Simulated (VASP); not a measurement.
These are PBEsol GGA, VASP's PBE PAW potentials (set 64) (plane waves; VASP 6.6.1) values and carry that method's errors.

A VASP calculation is set up with these files.

File KPOINTS:
```
Automatic mesh
0
Gamma
13 13 9
0 0 0
```

### POSCAR
```
TiAl
1.0
  2.7975382944   0.0000000000   0.0000000000
  0.0000000000   2.7975382944   0.0000000000
  0.0000000000   0.0000000000   4.0239800413
Ti Al
1 1
Direct
  0.0000000000   0.0000000000   0.0000000000
  0.5000000000   0.5000000000   0.5000000000
```

**INCAR**
```
! general
SYSTEM   =  TiAl
PREC     =  Accurate
ENCUT    =  500
LREAL    =  .FALSE.
LASPH    =  .TRUE.

! electronic loop
EDIFF    =  1E-6
NELM     =  100
ALGO     =  Normal
LMAXMIX  =  4

! smearing
ISMEAR   =  1
SIGMA    =  0.1

! functional
GGA      =  PS

! ions
IBRION   =  2
NSW      =  40
ISIF     =  3
EDIFFG   =  -0.02

! output
LWAVE    =  .FALSE.
LCHARG   =  .FALSE.
```

POTCAR, in this order: Ti_sv Al (PBE.64 set). Program: vasp_std.

Output

**OUTCAR**
```
 ion  position               nearest neighbor table
   1  0.000  0.000  0.000-   2 2.82   2 2.82   2 2.82   2 2.82   2 2.82   2 2.82   2 2.82   2 2.82
  LATTYP: Found a simple tetragonal cell.
 ALAT       =     2.7975382944
 C/A-ratio  =     1.4384003427
 Subroutine PRICEL returns:
 Original cell was already a primitive cell.
 Subroutine GETGRP returns: Found 16 space group operations
The static configuration has the point symmetry D_4h.
The dynamic configuration has the point symmetry D_4h.
 Subroutine INISYM returns: Found 16 space group operations
 Subroutine IBZKPT returns following result:
 Found    140 irreducible k-points:

 Following reciprocal coordinates:
            Coordinates               Weight
  0.000000  0.000000  0.000000      1.000000
  0.076923  0.000000  0.000000      4.000000
  0.153846  0.000000  0.000000      4.000000
  0.230769  0.000000  0.000000      4.000000
  0.307692  0.000000  0.000000      4.000000
  0.384615  0.000000  0.000000      4.000000
  0.461538  0.000000  0.000000      4.000000
  0.076923  0.076923  0.000000      4.000000
  0.153846  0.076923  0.000000      8.000000
  0.230769  0.076923  0.000000      8.000000
  0.307692  0.076923  0.000000      8.000000
  0.384615  0.076923  0.000000      8.000000
  0.461538  0.076923  0.000000      8.000000
  0.153846  0.153846  0.000000      4.000000
  0.230769  0.153846  0.000000      8.000000
  0.307692  0.153846  0.000000      8.000000
  0.384615  0.153846  0.000000      8.000000
  0.461538  0.153846  0.000000      8.000000
  0.230769  0.230769  0.000000      4.000000
  0.307692  0.230769  0.000000      8.000000
  0.384615  0.230769  0.000000      8.000000
  0.461538  0.230769  0.000000      8.000000
  0.307692  0.307692  0.000000      4.000000
  0.384615  0.307692  0.000000      8.000000
...
```

### OSZICAR
```
       N       E                     dE             d eps       ncg     rms          rms(c)
DAV:   1     0.875869585112E+02    0.87587E+02   -0.73683E+03  3080   0.135E+03
DAV:   2    -0.908440752050E+01   -0.96671E+02   -0.94100E+02  3116   0.330E+02
DAV:   3    -0.146920112034E+02   -0.56076E+01   -0.53600E+01  4772   0.773E+01
DAV:   4    -0.149107074750E+02   -0.21870E+00   -0.21651E+00  3974   0.132E+01
DAV:   5    -0.149191828985E+02   -0.84754E-02   -0.84697E-02  4376   0.238E+00    0.103E+01
DAV:   6    -0.134072590095E+02    0.15119E+01   -0.12577E+01  3813   0.394E+01    0.340E+00
DAV:   7    -0.132650888083E+02    0.14217E+00   -0.11789E+00  3534   0.114E+01    0.200E+00
DAV:   8    -0.132482514988E+02    0.16837E-01   -0.15269E-01  3505   0.433E+00    0.502E-01
DAV:   9    -0.132468967652E+02    0.13547E-02   -0.26490E-02  3686   0.223E+00    0.261E-01
DAV:  10    -0.132469370647E+02   -0.40300E-04   -0.19602E-03  3803   0.511E-01    0.687E-02
DAV:  11    -0.132469313256E+02    0.57391E-05   -0.50153E-04  3939   0.252E-01    0.460E-02
DAV:  12    -0.132469354446E+02   -0.41190E-05   -0.33171E-05  3564   0.646E-02    0.135E-02
DAV:  13    -0.132469344559E+02    0.98877E-06   -0.92001E-07  2574   0.114E-02
   1 F= -.13246934E+02 E0= -.13246732E+02  d E =-.132469E+02
       N       E                     dE             d eps       ncg     rms          rms(c)
DAV:   1    -0.132493239118E+02   -0.23885E-02   -0.45241E-02  3603   0.335E+00    0.429E-01
DAV:   2    -0.132473254599E+02    0.19985E-02   -0.20534E-02  3779   0.173E+00    0.116E-01
DAV:   3    -0.132469195016E+02    0.40596E-03   -0.24166E-03  3597   0.487E-01    0.343E-02
DAV:   4    -0.132469348281E+02   -0.15326E-04   -0.28278E-04  3595   0.133E-01    0.215E-02
DAV:   5    -0.132469663102E+02   -0.31482E-04   -0.57688E-05  4592   0.526E-02    0.130E-02
DAV:   6    -0.132469743287E+02   -0.80186E-05   -0.24190E-05  4488   0.283E-02    0.481E-03
DAV:   7    -0.132469747499E+02   -0.42118E-06   -0.24238E-06  2893   0.120E-02
   2 F= -.13246975E+02 E0= -.13246775E+02  d E =-.402940E-04
```

File OUTCAR:
```
------------------------ aborting loop because EDIFF is reached ----------------------------------------
  FORCE on cell =-STRESS in cart. coord.  units (eV):
  Direction    XX          YY          ZZ          XY          YZ          ZX
  --------------------------------------------------------------------------------------
  Total       -0.0258235     -0.0258235     -0.0130413      0.0000000     -0.0000000      0.0000000
  in kB       -1.3096421     -1.3096421     -0.6613883      0.0000000     -0.0000000      0.0000000
  external PRESSURE =      -1.0935575 kB  Pullay stress =       0.0000000 kB
  volume of cell :       31.59
      direct lattice vectors                 reciprocal lattice vectors
     2.799971798  0.000000000  0.000000000     0.357146454  0.000000000  0.000000000
     0.000000000  2.799971798  0.000000000     0.000000000  0.357146454  0.000000000
     0.000000000  0.000000000  4.029642148     0.000000000  0.000000000  0.248160994
 POSITION                                       TOTAL-FORCE (eV/Angst)
 -----------------------------------------------------------------------------------
      0.00000      0.00000      0.00000         0.000000      0.000000      0.000000
      1.39999      1.39999      2.01482         0.000000      0.000000      0.000000
 -----------------------------------------------------------------------------------
    total drift:                               -0.000000      0.000000     -0.000000
  FREE ENERGIE OF THE ION-ELECTRON SYSTEM (eV)
  ---------------------------------------------------
  free  energy   TOTEN  =       -13.2469747499 eV

  energy  without entropy=      -13.2463755627  energy(sigma->0) =      -13.24677502

 reached required accuracy - stopping structural energy minimisation
```
(Selected blocks of OUTCAR.)

CONTCAR:
```
TiAl
   1.00000000000000
     2.7999717984894814    0.0000000000000000    0.0000000000000000
     0.0000000000000000    2.7999717984894814    0.0000000000000000
     0.0000000000000000    0.0000000000000000    4.0296421481188487
  Ti              Al
     1     1
Direct
     0.0000000000000000    0.0000000000000000    0.0000000000000000
     0.5000000000000000    0.5000000000000000    0.5000000000000000
```

**OUTCAR**
```
 val. band max:        8.4861650638   @ k =   0.3846   0.3077   0.2222

 cond. band min:       8.5058272387   @ k =   0.1538   0.0769   0.2222


 Fermi energy:         8.4865634866

 k-point     1 :       0.0000    0.0000    0.0000
  band No.  band energies     occupation
      1     -47.8415      2.00000
      2     -24.3402      2.00000
      3     -23.8777      2.00000
      4     -23.8777      2.00000
      5      -0.6372      2.00000
      6       6.5703      2.00000
      7       7.6258      2.00000
      8       8.2058      2.00053
      9      10.7193      0.00000
     10      10.7193      0.00000
     11      11.8814      0.00000

 k-point     2 :       0.0769    0.0000    0.0000
  band No.  band energies     occupation
      1     -47.8377      2.00000
      2     -24.3366      2.00000
      3     -23.9085      2.00000
      4     -23.8751      2.00000
      5      -0.5182      2.00000
      6       6.6679      2.00000
      7       7.6723      2.00000
      8       8.0921      2.00000
      9      10.7398      0.00000
     10      10.8564      0.00000
     11      11.7615      0.00000

 k-point     3 :       0.1538    0.0000    0.0000
  band No.  band energies     occupation
      1     -47.8274      2.00000
      2     -24.3264      2.00000
      3     -23.9932      2.00000
      4     -23.8677      2.00000
      5      -0.1654      2.00000
      6       6.9301      2.00000
      7       7.7637      2.00000
      8       7.8110      2.00000
      9      10.7970      0.00000
     10      11.2219      0.00000
     11      11.4541      0.00000

 k-point     4 :       0.2308    0.0000    0.0000
  band No.  band energies     occupation
      1     -47.8128      2.00000
      2     -24.3121      2.00000
      3     -24.1112      2.00000
      4     -23.8574      2.00000
      5       0.4106      2.00000
      6       7.2566      2.00000
      7       7.4684      2.00000
      8       7.7142      2.00000
      9      10.8792      0.00000
...
```

The compound is TiAl in the L1_0 structure. This run relaxes it. Symmetry was kept, so distortions that lower it aren't found. The electron count is odd and the run is not spin-polarised, which forces a metal.
